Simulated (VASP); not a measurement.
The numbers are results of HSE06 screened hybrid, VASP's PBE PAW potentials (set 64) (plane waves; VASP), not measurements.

VASP input:

### INCAR
```
SYSTEM = B31N32Si
PREC = Normal; ENCUT = 400; LREAL = Auto
LASPH = .TRUE.; ISYM = 0; NELECT = 258.0
EDIFF = 1E-5; NELM = 50; NELMIN = 4
ALGO = Normal
ISMEAR = 0; SIGMA = 0.05
GGA = PE; LHFCALC = .TRUE.; AEXX = 0.25
HFSCREEN = 0.2; PRECFOCK = Fast
ISIF = 0
LWAVE = .FALSE.; LCHARG = .FALSE.
```

### KPOINTS
```
kpoints
0
gamma
 1 1 1
0 0 0
```

File POSCAR:
```
B31N32Si
1
    7.2488848259     0.0000000000     0.0000000000
    0.0000000000     7.2488848259     0.0000000000
    0.0000000000     0.0000000000     7.2488848259
B N Si
31 32 1
Direct
  0.5013191563   0.0010446475   0.9982592556
  0.7494983288   0.2475578282   0.9980614523
  0.7489765227   0.0010135616   0.2508121179
  0.0011224567   0.0007140667   0.9986234714
  0.2484022531   0.2479489084   0.9983066709
  0.5016634038   0.5012173128   0.9981196561
  0.7489669245   0.7484973561   0.9983107292
  0.2480181420   0.0012564233   0.2502822349
  0.5017928937   0.2418134671   0.2469620843
  0.7510431572   0.5016189833   0.2487695188
  0.5016780389   0.0011812643   0.4981126018
  0.7528202588   0.2418275286   0.4979813930
  0.7494972991   0.0012110434   0.7517569860
  0.0014846436   0.5008593455   0.9982628334
  0.2480148409   0.7490131227   0.9980273806
  0.0017171898   0.2475341828   0.2503023840
  0.2423155937   0.5013000829   0.2469470605
  0.5020997617   0.7505592673   0.2487558561
  0.0014803109   0.0010731492   0.4984455748
  0.2449868043   0.2444894664   0.4972460932
  0.7510241592   0.7505435810   0.4976596690
  0.2484090359   0.0009774230   0.7513534470
  0.5025507967   0.2444961608   0.7547932337
  0.7528209266   0.5013020404   0.7574286220
  0.0014290820   0.7485008901   0.2508111783
  0.0016754911   0.5011751896   0.4981308307
  0.2423224554   0.7523537338   0.4979936882
  0.0014719218   0.2479655544   0.7513602282
  0.2450219880   0.5020545510   0.7547787896
  0.5017812113   0.7523296412   0.7574442908
  0.0016990633   0.7490037459   0.7517659830
  0.6252945480   0.1225994392   0.1224936525
  0.8765389700   0.3745473470   0.1232510988
  0.8772711291   0.1226104555   0.3744595842
  0.1250551853   0.1245988217   0.1243170459
  0.3748690421   0.3744057110   0.1246872824
  0.6247465832   0.6242908230   0.1236886937
  0.8748826238   0.8744491678   0.1248731841
  0.3745906918   0.1237535257   0.3743672954
  0.6349466516   0.3601605684   0.3648354322
  0.8761134607   0.6242660582   0.3750307606
  0.6254064014   0.1237577849   0.6251829248
  0.8750928065   0.3744041909   0.6248988422
  0.8754558367   0.1246158857   0.8747045094
  0.1230789941   0.6248254732   0.1224817749
  0.3750223398   0.8760644075   0.1232264534
  0.1242365981   0.3740960722   0.3743630833
  0.3606545321   0.6344758973   0.3648265293
  0.6247542727   0.8756423261   0.3750039363
  0.1243248646   0.1238488093   0.6248895680
  0.3684011214   0.3679254480   0.6313701035
  0.6349240765   0.6344423017   0.6391014125
  0.8765215811   0.8760528842   0.6247305493
  0.3748700269   0.1238539883   0.8754488052
  0.6254094653   0.3741308352   0.8755479423
  0.8772635818   0.6248260928   0.8766997460
  0.1230736026   0.8768162041   0.3744642720
  0.1242585300   0.6249232390   0.6251997500
  0.3748717279   0.8746091696   0.6249032086
  0.1243327216   0.3744349562   0.8754639717
  0.3746042026   0.6249402925   0.8755308293
  0.6252926763   0.8768019917   0.8766995027
  0.1250444961   0.8749962282   0.8747302171
  0.5063655465   0.5058730845   0.4933947231
```

POTCAR, in this order: B N Si (PBE.64 set). Program: vasp_gam. Read from the step before: WAVECAR.

Output of the run:

**OSZICAR**
```
       N       E                     dE             d eps       ncg     rms          rms(c)
DAV:   1    -0.632830654017E+03   -0.63283E+03   -0.78051E+00   324   0.833E+00    0.397E+00
DAV:   2    -0.632863187743E+03   -0.32534E-01   -0.11862E-01   368   0.849E-01    0.290E+00
DAV:   3    -0.632843853595E+03    0.19334E-01   -0.98796E-03   376   0.276E-01    0.170E+00
DAV:   4    -0.632838571297E+03    0.52823E-02   -0.63322E-03   376   0.191E-01    0.979E-01
DAV:   5    -0.632837287265E+03    0.12840E-02   -0.13166E-03   374   0.915E-02    0.558E-01
DAV:   6    -0.632836876236E+03    0.41103E-03   -0.27709E-04   368   0.475E-02    0.315E-01
DAV:   7    -0.632836754438E+03    0.12180E-03   -0.87289E-05   374   0.279E-02    0.176E-01
DAV:   8    -0.632836719825E+03    0.34612E-04   -0.19367E-05   230   0.142E-02    0.101E-01
DAV:   9    -0.632836709621E+03    0.10205E-04   -0.69269E-06   200   0.895E-03    0.563E-02
DAV:  10    -0.632836706931E+03    0.26893E-05   -0.16553E-06   206   0.419E-03
   1 F= -.63283671E+03 E0= -.63283671E+03  d E =-.255757E-20
```

File OUTCAR:
```
------------------------ aborting loop because EDIFF is reached ----------------------------------------
  volume of cell :      380.90
      direct lattice vectors                 reciprocal lattice vectors
     7.248884826  0.000000000  0.000000000     0.137952254  0.000000000  0.000000000
     0.000000000  7.248884826  0.000000000     0.000000000  0.137952254  0.000000000
     0.000000000  0.000000000  7.248884826     0.000000000  0.000000000  0.137952254
  FREE ENERGIE OF THE ION-ELECTRON SYSTEM (eV)
  ---------------------------------------------------
  free  energy   TOTEN  =      -632.8367069313 eV

  energy  without entropy=     -632.8367069313  energy(sigma->0) =     -632.83670693

  exchange ACFDT corr.  =         0.00000000  see jH, gK, PRB 81, 115126
```
(Selected blocks of OUTCAR.)

The cell is charged, with a uniform compensating background. The supercell is sampled at Γ alone, which is coarse: total energies, pressure and levels can be off, energies of defects by several tenths of an eV.

The cell is a supercell with a defect, built from BN (zinc blende): Si_B, charge -1. The cell's shape comes from a PBE relaxation. The run is not spin-polarised, so no state with unpaired spins was tried.
